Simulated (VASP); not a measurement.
Output of a VASP run:

File OSZICAR:
```
       N       E                     dE             d eps       ncg     rms          rms(c)
DAV:   1     0.559962322428E+02    0.55996E+02   -0.30823E+03   752   0.792E+02
DAV:   2     0.423148334505E+01   -0.51765E+02   -0.51283E+02  1032   0.123E+02
DAV:   3    -0.781103252541E+00   -0.50126E+01   -0.50117E+01   752   0.470E+01
DAV:   4    -0.848625463875E+00   -0.67522E-01   -0.67520E-01  1384   0.685E+00
DAV:   5    -0.848693935484E+00   -0.68472E-04   -0.68499E-04   936   0.132E-01    0.131E-01
DAV:   6    -0.849089031945E+00   -0.39510E-03   -0.15053E-03  1280   0.226E-01    0.894E-02
DAV:   7    -0.849952808724E+00   -0.86378E-03   -0.36333E-03   928   0.365E-01    0.372E-02
DAV:   8    -0.850054612725E+00   -0.10180E-03   -0.13679E-04  1072   0.927E-02    0.426E-03
DAV:   9    -0.850055864193E+00   -0.12515E-05   -0.34276E-06  1272   0.115E-02    0.283E-03
DAV:  10    -0.850054911488E+00    0.95271E-06   -0.83494E-07  1056   0.558E-03    0.465E-04
DAV:  11    -0.850055052490E+00   -0.14100E-06   -0.20645E-08   848   0.106E-03    0.164E-04
DAV:  12    -0.850055094477E+00   -0.41987E-07   -0.75592E-09   728   0.493E-04
   1 F= -.96187783E+00 E0= -.96187783E+00  d E =0.000000E+00
```

**OUTCAR**
```
------------------------ aborting loop because EDIFF is reached ----------------------------------------
 Edisp (eV)   -0.11182
  FORCE on cell =-STRESS in cart. coord.  units (eV):
  Direction    XX          YY          ZZ          XY          YZ          ZX
  --------------------------------------------------------------------------------------
  Total       0.00258     0.00258     0.00258     0.00000     0.00000    -0.00000
  in kB       0.03637     0.03637     0.03637     0.00000     0.00000    -0.00000
  external pressure =        0.04 kB  Pullay stress =        0.00 kB
  volume of cell :      113.49
      direct lattice vectors                 reciprocal lattice vectors
    -3.050000000  3.050000000  3.050000000     0.000000000  0.163934426  0.163934426
     3.050000000 -3.050000000  3.050000000     0.163934426  0.000000000  0.163934426
     3.050000000  3.050000000 -3.050000000     0.163934426  0.163934426  0.000000000
 POSITION                                       TOTAL-FORCE (eV/Angst)
 -----------------------------------------------------------------------------------
      0.00000      0.00000      0.00000        -0.000000      0.000000      0.000000
 -----------------------------------------------------------------------------------
    total drift:                               -0.000000      0.000000     -0.000000
  FREE ENERGIE OF THE ION-ELECTRON SYSTEM (eV)
  ---------------------------------------------------
  free  energy   TOTEN  =        -0.9618778292 eV

  energy  without entropy=       -0.9618778292  energy(sigma->0) =       -0.96187783

 total charge

# of ion       s       p       d       tot
------------------------------------------
    1        1.855   4.680   0.009   6.545
```
(Selected blocks of OUTCAR.)

**POSCAR**
```
Cs
1
   -3.0500000000     3.0500000000     3.0500000000
    3.0500000000    -3.0500000000     3.0500000000
    3.0500000000     3.0500000000    -3.0500000000
Cs
1
Direct
  0.0000000000   0.0000000000   0.0000000000
```

### Question
Reconstruct the remaining input files.

### Answer
One answer among several that fit: the input of the run itself, PBE GGA with D3 dispersion (zero damping), plane waves, VASP's PBE PAW potentials (set 64).

INCAR:
```
SYSTEM = Cs
PREC = Accurate; ENCUT = 520; LREAL = .FALSE.
LASPH = .TRUE.
EDIFF = 1E-7; NELM = 100; ALGO = Normal
LMAXMIX = 4
ISMEAR = -5
GGA = PE; IVDW = 11
ISIF = 2
LWAVE = .FALSE.; LCHARG = .TRUE.; LORBIT = 11
NEDOS = 601
```

### KPOINTS
```
Regular mesh
0
gamma
  10 10 10
0 0 0
```

POTCAR, in this order: Cs_sv (PBE.64 set). Program: vasp_std.

For a metal the tetrahedron method with Blöchl corrections gives inexact stress and forces.

The compound is Cs in the bcc structure. The cell was not relaxed at this level.
